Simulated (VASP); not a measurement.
Input:

```xyz
6
Lattice="4.8582 0.0000 0.0000 0.0000 4.8582 0.0000 0.0000 0.0000 3.2935" Properties=species:S:1:pos:R:3 pbc="T T T"
Mn     0.0000     0.0000     3.2935
Mn     2.4291     2.4291     1.6468
F      1.4776     1.4776     3.2935
F      3.9067     0.9515     1.6468
F      0.9515     3.9067     1.6468
F      3.3806     3.3806     0.0000
```
Starting moments (μB, in the order of the record's atoms Mn Mn F F F F): 4.6 -4.6 0.0 0.0 0.0 0.0.

The numbers are results of MS2 meta-GGA, VASP's PBE PAW potentials (set 64) (plane waves; VASP), not measurements. Numerical set-up: 520 eV cut-off, 5×5×8 Γ-centred mesh, tetrahedra with Blöchl corrections, potentials Mn_pv F.

**Question.** Give the spin-up energies of bands 18 to 31 at the high-symmetry points, in eV from the valence-band maximum.

**Answer.** 
```
band      Γ      Y     C0      Z     A0      T      S      R
----  -----  -----  -----  -----  -----  -----  -----  -----
18    -5.43  -4.97  -4.97  -5.25  -5.23  -5.23  -5.21  -5.46
19    -4.58  -4.80  -4.80  -4.94  -4.47  -4.47  -5.07  -4.79
20    -4.21  -4.69  -4.69  -4.84  -4.42  -4.42  -4.99  -4.72
21    -4.19  -4.66  -4.66  -4.71  -4.33  -4.33  -4.26  -4.43
22    -3.90  -4.54  -4.54  -4.59  -4.30  -4.30  -4.24  -4.39
23    -1.59  -1.59  -1.59  -1.38  -1.44  -1.44  -1.55  -1.45
24    -1.35  -1.34  -1.34  -1.34  -1.37  -1.37  -1.31  -1.36
25    -1.18  -1.11  -1.11  -1.08  -1.18  -1.18  -1.16  -1.19
26    -0.35  -0.52  -0.52  -0.55  -0.57  -0.57  -0.07  -0.65
27    -0.05  -0.05  -0.05  -0.25  -0.08  -0.08   0.00  -0.03
28     2.48   3.61   3.61   3.84   3.83   3.83   3.55   3.82
29     3.53   4.10   4.10   3.87   3.85   3.85   4.07   3.86
30     4.11   4.12   4.12   3.99   4.11   4.11   4.07   4.10
31     4.12   4.16   4.16   4.80   4.69   4.69   4.57   4.76
```

**Question.** Give the spin-down energies of bands 18 to 31 at the high-symmetry points, in eV from the valence-band maximum.

**Answer.** 
```
band      Γ      Y     C0      Z     A0      T      S      R
----  -----  -----  -----  -----  -----  -----  -----  -----
18    -5.43  -4.97  -4.97  -5.25  -5.23  -5.23  -5.21  -5.46
19    -4.58  -4.80  -4.80  -4.94  -4.47  -4.47  -5.07  -4.79
20    -4.21  -4.69  -4.69  -4.84  -4.42  -4.42  -4.99  -4.72
21    -4.19  -4.66  -4.66  -4.71  -4.33  -4.33  -4.26  -4.43
22    -3.90  -4.54  -4.54  -4.59  -4.30  -4.30  -4.24  -4.39
23    -1.59  -1.59  -1.59  -1.38  -1.44  -1.44  -1.55  -1.45
24    -1.35  -1.34  -1.34  -1.34  -1.37  -1.37  -1.31  -1.36
25    -1.18  -1.11  -1.11  -1.08  -1.18  -1.18  -1.16  -1.19
26    -0.35  -0.52  -0.52  -0.55  -0.57  -0.57  -0.07  -0.65
27    -0.05  -0.05  -0.05  -0.25  -0.08  -0.08   0.00  -0.03
28     2.48   3.61   3.61   3.84   3.83   3.83   3.55   3.82
29     3.53   4.10   4.10   3.87   3.85   3.85   4.07   3.86
30     4.11   4.12   4.12   3.99   4.11   4.11   4.07   4.10
31     4.12   4.16   4.16   4.80   4.69   4.69   4.57   4.76
```

The gap is indirect, 2.48 eV, from the valence maximum at S to the conduction minimum at Γ.

The compound is MnF2 in the rutile structure. It was relaxed first.
